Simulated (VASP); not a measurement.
Level of theory: r2SCAN meta-GGA, VASP's PBE PAW potentials (set 64) (plane waves; VASP 6.6.1).

The input files of a VASP run:

KPOINTS:
```
Automatic
0
Gamma
 15 15 8
0 0 0
```

INCAR:
```
SYSTEM = Co
PREC = Accurate
ENCUT = 400
EDIFF = 1E-6
NELM = 100
ALGO = Normal
LREAL = .FALSE.
LASPH = .TRUE.
ISMEAR = 1
SIGMA = 0.1
METAGGA = R2SCAN
LMIXTAU = .TRUE.
LMAXMIX = 4
ISPIN = 2
MAGMOM = 1.8 1.8
LORBIT = 10
LWAVE = .FALSE.
LCHARG = .FALSE.
IBRION = 2
ISIF = 3
NSW = 60
EDIFFG = -0.01
```

POSCAR:
```
Co
1
    1.2550000000    -2.1737240000     0.0000000000
    1.2550000000     2.1737240000     0.0000000000
    0.0000000000     0.0000000000     4.0700000000
Co
2
Direct
  0.3333330000   0.6666670000   0.2500000000
  0.6666670000   0.3333330000   0.7500000000
```

POTCAR, in this order: Co (PBE.64 set). Program: vasp_std.

**Question.** What will the output report for the number of irreducible k-points (NKPTS), largest plane-wave count, number of space-group operations, FFT grid (NGX, NGY, NGZ)?

**Answer.** 
```json
{
 "number of irreducible k-points (NKPTS)": "135",
 "largest_plane_wave_count": "420",
 "number_of_space_group_operations": "24",
 "FFT grid (NGX, NGY, NGZ)": "16 × 16 × 28"
}
```

The compound is Co in the hcp structure. This run relaxes it. Symmetry was kept, so distortions that lower it aren't found.
